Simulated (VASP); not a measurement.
These are PBE GGA, VASP's PBE PAW potentials (set 64) (plane waves; VASP) values and carry that method's errors.

Input for VASP

### KPOINTS
```
kpoints
0
G
  6 6 6
```

### POSCAR
```
VSe2
2.9865470
  0.0000000000   1.0000000000   1.0000000000
  1.0000000000   0.0000000000   1.0000000000
  1.0000000000   1.0000000000   0.0000000000
V Se
1 2
direct
  0.0000000000   0.0000000000   0.0000000000
  0.2500000000   0.2500000000   0.2500000000
  0.7500000000   0.7500000000   0.7500000000
```

INCAR:
```
SYSTEM  =  VSe2
PREC  =  Accurate; ENCUT  =  400; LREAL  =  .False.
LASPH  =  .True.
EDIFF  =  1E-6; NELM  =  100; ALGO  =  VeryFast
LMAXMIX  =  4
ISMEAR  =  0; SIGMA  =  0.05
GGA  =  PE
MAGMOM  =  2.0 0.0 0.0
ISPIN  =  2
ISIF  =  2
LWAVE  =  .False.; LCHARG  =  .False.; LORBIT  =  10
```

POTCAR, in this order: V_sv Se (PBE.64 set). Program: vasp_std.

Output of the run:

File OUTCAR:
```
 ion  position               nearest neighbor table
   1  0.000  0.000  0.000-   3 2.59   3 2.59   3 2.59   2 2.59   3 2.59   2 2.59   2 2.59   2 2.59
  LATTYP: Found a face centered cubic cell.
 ALAT       =     5.9730940000
 Subroutine PRICEL returns:
 Original cell was already a primitive cell.
 Subroutine GETGRP returns: Found 48 space group operations
The static configuration has the point symmetry O_h .
The dynamic configuration has the point symmetry O_h .
The overall configuration has the point symmetry O_h .
 Subroutine INISYM returns: Found 48 space group operations
 Subroutine IBZKPT returns following result:
 Found     16 irreducible k-points:

 Following reciprocal coordinates:
            Coordinates               Weight
  0.000000  0.000000  0.000000      1.000000
  0.166667  0.000000  0.000000      8.000000
  0.333333  0.000000  0.000000      8.000000
  0.500000  0.000000  0.000000      4.000000
  0.166667  0.166667  0.000000      6.000000
  0.333333  0.166667  0.000000     24.000000
  0.500000  0.166667  0.000000     24.000000
 -0.333333  0.166667  0.000000     24.000000
 -0.166667  0.166667  0.000000     12.000000
  0.333333  0.333333  0.000000      6.000000
  0.500000  0.333333  0.000000     24.000000
 -0.333333  0.333333  0.000000     12.000000
  0.500000  0.500000  0.000000      3.000000
  0.500000  0.333333  0.166667     24.000000
 -0.333333  0.333333  0.166667     24.000000
 -0.333333  0.500000  0.166667     12.000000
   k-points           NKPTS =     16   k-points in BZ     NKDIM =     16   number of bands    NBANDS=     17
   number of dos      NEDOS =    301   number of ions     NIONS =      3
   total plane-waves  NPLWV =  21952
   dimension x,y,z NGX =    28 NGY =   28 NGZ =   28
   dimension x,y,z NGXF=    56 NGYF=   56 NGZF=   56
   ions per type =               1   2
   PREC   = accura    normal or accurate (medium, high low for compatibility)
   ISTART =      0    job   : 0-new  1-cont  2-samecut
...
```

OSZICAR:
```
       N       E                     dE             d eps       ncg     rms          rms(c)
RMM:   1     0.207604527251E+03    0.20760E+03   -0.85166E+03   544   0.988E+02
RMM:   2    -0.679215289391E+02   -0.27553E+03   -0.32542E+03   544   0.329E+02
RMM:   3    -0.222662677013E+01    0.65695E+02   -0.45043E+02   544   0.158E+02
RMM:   4    -0.115098255891E+02   -0.92832E+01   -0.85258E+01   544   0.692E+01
RMM:   5    -0.152885181495E+02   -0.37787E+01   -0.30054E+01   544   0.383E+01
RMM:   6    -0.169080086987E+02   -0.16195E+01   -0.14508E+01   544   0.228E+01
RMM:   7    -0.177033295191E+02   -0.79532E+00   -0.73326E+00   544   0.147E+01
RMM:   8    -0.181435458870E+02   -0.44022E+00   -0.42468E+00   544   0.975E+00
RMM:   9    -0.185333512688E+02   -0.38981E+00   -0.38958E+00  1559   0.661E+00
RMM:  10    -0.186072310426E+02   -0.73880E-01   -0.49797E-01  1506   0.147E+00
RMM:  11    -0.186196554557E+02   -0.12424E-01   -0.72903E-02  1517   0.647E-01
RMM:  12    -0.186218167176E+02   -0.21613E-02   -0.12169E-02  1529   0.232E-01    0.189E+01
RMM:  13    -0.212809228509E+02   -0.26591E+01   -0.35038E+01  2173   0.428E+01    0.190E+01
RMM:  14    -0.168444633847E+02    0.44365E+01   -0.95008E+00  2172   0.240E+01    0.689E+00
RMM:  15    -0.168831527245E+02   -0.38689E-01   -0.30482E-01  1888   0.402E+00    0.283E+00
RMM:  16    -0.168768706016E+02    0.62821E-02   -0.95722E-02  1617   0.191E+00    0.141E+00
RMM:  17    -0.168903245786E+02   -0.13454E-01   -0.75030E-03  1327   0.719E-01    0.540E-01
RMM:  18    -0.168935424902E+02   -0.32179E-02   -0.37645E-03  1307   0.432E-01    0.161E-01
RMM:  19    -0.168938221733E+02   -0.27968E-03   -0.80665E-04  1286   0.215E-01    0.853E-02
RMM:  20    -0.168939342425E+02   -0.11207E-03   -0.20749E-04  1340   0.110E-01    0.461E-02
RMM:  21    -0.168939577615E+02   -0.23519E-04   -0.34157E-05  1372   0.447E-02    0.144E-02
RMM:  22    -0.168939606766E+02   -0.29151E-05   -0.61588E-06  1111   0.182E-02    0.650E-03
RMM:  23    -0.168939629221E+02   -0.22454E-05   -0.42246E-06   952   0.131E-02    0.205E-03
RMM:  24    -0.168939630324E+02   -0.11032E-06   -0.65501E-07   790   0.501E-03
   1 F= -.16893963E+02 E0= -.16892961E+02  d E =-.200307E-02  mag=     1.7392
```

OUTCAR:
```
------------------------ aborting loop because EDIFF is reached ----------------------------------------
  FORCE on cell =-STRESS in cart. coord.  units (eV):
  Direction    XX          YY          ZZ          XY          YZ          ZX
  --------------------------------------------------------------------------------------
  Total        3.8989409      3.8989409      3.8989409      0.0000000      0.0000000      0.0000000
  in kB      117.2517067    117.2517067    117.2517067      0.0000000      0.0000000      0.0000000
  external PRESSURE =     117.2517067 kB  Pullay stress =       0.0000000 kB
  volume of cell :       53.28
      direct lattice vectors                 reciprocal lattice vectors
     0.000000000  2.986547000  2.986547000    -0.167417422  0.167417422  0.167417422
     2.986547000  0.000000000  2.986547000     0.167417422 -0.167417422  0.167417422
     2.986547000  2.986547000  0.000000000     0.167417422  0.167417422 -0.167417422
 POSITION                                       TOTAL-FORCE (eV/Angst)
 -----------------------------------------------------------------------------------
      0.00000      0.00000      0.00000        -0.000000     -0.000000      0.000000
      1.49327      1.49327      1.49327         0.000000      0.000000      0.000000
      4.47982      4.47982      4.47982        -0.000000     -0.000000     -0.000000
 -----------------------------------------------------------------------------------
    total drift:                               -0.000000     -0.000000      0.000000
  FREE ENERGIE OF THE ION-ELECTRON SYSTEM (eV)
  ---------------------------------------------------
  free  energy   TOTEN  =       -16.8939630324 eV

  energy  without entropy=      -16.8919599617  energy(sigma->0) =      -16.89296150

 total charge

# of ion       s       p       d       tot
------------------------------------------
    1        2.214   6.178   3.130  11.522
    2        1.487   2.324   0.068   3.879
    3        1.487   2.324   0.068   3.879
--------------------------------------------------
tot          5.189  10.825   3.266  19.280

 magnetization (x)

# of ion       s       p       d       tot
------------------------------------------
    1        0.031   0.024   1.655   1.710
    2       -0.008  -0.109   0.015  -0.102
    3       -0.008  -0.109   0.015  -0.102
--------------------------------------------------
tot          0.016  -0.193   1.684   1.507
```
(Selected blocks of OUTCAR.)

**OUTCAR**
```
 val. band max:        6.9665615429   @ k =   0.1667   0.1667   0.0000

 cond. band min:       7.0823472132   @ k =   0.3333   0.1667   0.0000


 Fermi energy:         6.9946965432

 spin component 1

 k-point     1 :       0.0000    0.0000    0.0000
  band No.  band energies     occupation
      1     -57.5601      1.00000
      2     -31.4541      1.00000
      3     -31.4541      1.00000
      4     -31.4541      1.00000
      5      -8.7223      1.00000
      6      -3.7104      1.00000
      7       1.8419      1.00000
      8       1.8420      1.00000
      9       1.8420      1.00000
     10       6.1523      1.00000
     11       6.1524      1.00000
     12       7.1360      0.00003
     13       7.1360      0.00003
     14       7.1360      0.00003
     15       9.8976      0.00000
     16       9.8980      0.00000
     17      11.1869      0.00000

 k-point     2 :       0.1667    0.0000    0.0000
  band No.  band energies     occupation
      1     -57.5601      1.00000
      2     -31.4576      1.00000
      3     -31.4547      1.00000
      4     -31.4547      1.00000
      5      -8.4543      1.00000
      6      -4.2610      1.00000
      7       2.0101      1.00000
      8       2.0102      1.00000
      9       2.4866      1.00000
     10       5.4577      1.00000
     11       5.4578      1.00000
     12       6.0098      1.00000
     13       7.2725      0.00000
     14       7.2726      0.00000
     15       8.8568      0.00000
     16       9.6316      0.00000
     17       9.6317      0.00000

 k-point     3 :       0.3333    0.0000    0.0000
  band No.  band energies     occupation
      1     -57.5600      1.00000
      2     -31.4639      1.00000
      3     -31.4558      1.00000
      4     -31.4558      1.00000
      5      -7.7066      1.00000
      6      -5.3919      1.00000
      7       2.4388      1.00000
      8       2.4388      1.00000
      9       3.4661      1.00000
...
```

The moments were started parallel, and other spin orders were not tried in this run.

The structure was generated: VSe2 was put into the fluorite type (Fm-3m), which need not be its known phase. The cell was not relaxed at this level. The k-mesh is coarse (spacing up to 0.30 per Å, 2π included), so the numbers may not be converged in it. The run is one of a series of settings (ALGO = VeryFast against the base run), some of them coarse on purpose.
